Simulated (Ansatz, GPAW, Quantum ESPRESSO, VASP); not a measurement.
**Code comparison for PbSe (Fm-3m, 2 atoms in the cell)**

Self-consistent single point, at a second geometry (lattice scaled by 0.98). First geometry:

```
PbSe
1.0
    0.00000     3.06000     3.06000
    3.06000     0.00000     3.06000
    3.06000     3.06000     0.00000
Pb Se
1 1
Cartesian
  0.00000   0.00000   0.00000
  3.06000   3.06000   3.06000
```

Shared settings, as Ansatz (a program for electronic structure) writes them: kpoints.mp_grid.grid = 6 6 6; scf.occupations.method = fermi_dirac; scf.occupations.width = 0.01 eV. Potentials and cutoffs stand in the table.

```csv
code,model,ΔF from the first geometry (meV/atom),pressure (GPa),gap on the mesh (eV),cutoff
GPAW,"PBE, GPAW PAW datasets PBE (gpaw-data 1.0.1)",42.6,5.97,–,600 eV
VASP,"PBE, VASP's PBE PAW potentials (set 64)",–,–,0.070,300 eV
Quantum ESPRESSO,"PBE, PseudoDojo standard norm-conserving (PBE) pseudopotentials",43.9,6.22,0.070,90 Ry
Ansatz,"PBE, default PAW files",45.1,6.33,0.064,default
```

A dash marks a value that a program does not give, or that is left out as unsure.

No gap is tabulated for GPAW: it is not read from that output, or partly filled or unconverged empty levels leave it unsure.

Gaps are read on the mesh.

On Ansatz's run: spin-orbit coupling is off.

The spread over the programs that give each value: ΔF from the first geometry within 2.5 meV/atom; pressure within 0.36 GPa; gap on the mesh within 0.006 eV.

Ansatz's pressure is given at a fixed set of plane waves, as the other plane-wave codes print theirs.

VASP's run is marked for a possible Pulay error in its stress at this cutoff; no cutoff test was made.

The starting cell has typed, rounded lattice constants, without a prior relaxation at this level. For this run, on top of that: lattice scaled by 0.98.

Left out of this page: ABINIT, CP2K, Elk and SIESTA (not drawn, or without a comparable value); FLEUR (with a known weakness of the program).

Keys are those of Ansatz 0.2.
